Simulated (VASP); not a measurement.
VASP input:

### INCAR
```
SYSTEM = SnO
PREC = Low
ENCUT = 520
EDIFF = 1E-6
NELM = 100
ALGO = Normal
LREAL = .FALSE.
LASPH = .TRUE.
ISMEAR = 0
SIGMA = 0.05
GGA = PE
LMAXMIX = 4
LWAVE = .FALSE.
LCHARG = .FALSE.
ISIF = 2
```

### KPOINTS
```
K-points
0
Gamma
  5 6 4
```

### POSCAR
```
SnO
1
    3.7704460000     0.0000000000     0.0000000000
    0.0000000000     3.6933120000     0.0000000000
    0.0000000000     0.0000000000     4.7863180000
Sn O
2 2
Direct
  0.5000000000   0.0000000000   0.7620000000
  0.0000000000   0.5000000000   0.2380000000
  0.5000000000   0.5000000000   0.0000000000
  0.0231160000   0.0000000000   0.0000000000
```

POTCAR, in this order: Sn_d O (PBE.64 set). Program: vasp_std.

Problem. Translate this PBE calculation to Quantum ESPRESSO's pw.x.

Solution. One equivalent input (not run):
```
&CONTROL
  calculation = 'scf'
  pseudo_dir = './pseudo'
  outdir = './out'
  tprnfor = .true.
  tstress = .true.
/
&SYSTEM
  ibrav = 0
  nat = 4
  ntyp = 2
  ecutwfc = 84
  occupations = 'smearing'
  smearing = 'gaussian'
  degauss = 0.003675
  input_dft = 'pbe'
/
&ELECTRONS
  conv_thr = 7.3e-08
  electron_maxstep = 100
/
ATOMIC_SPECIES
  Sn 118.710 Sn.upf
  O 15.999 O.upf
CELL_PARAMETERS angstrom
     3.7704460    0.0000000    0.0000000
     0.0000000    3.6933120    0.0000000
     0.0000000    0.0000000    4.7863180
ATOMIC_POSITIONS crystal
  Sn   0.5000000  0.0000000  0.7620000
  Sn   0.0000000  0.5000000  0.2380000
  O    0.5000000  0.5000000  0.0000000
  O    0.0231160  0.0000000  0.0000000
K_POINTS automatic
  5 6 4 0 0 0
```
What does not carry over: the potentials are each code's own (VASP's PAW set, PseudoDojo norm-conserving files in pw.x), so ENCUT and ecutwfc are chosen apart and not converted; conv_thr bounds pw.x's estimated SCF error, while EDIFF bounds the energy change between steps.

The compound is SnO in the litharge structure. The cell was not relaxed at this level. The run is one of a series of settings (PREC = Low against the base run), some of them coarse on purpose.
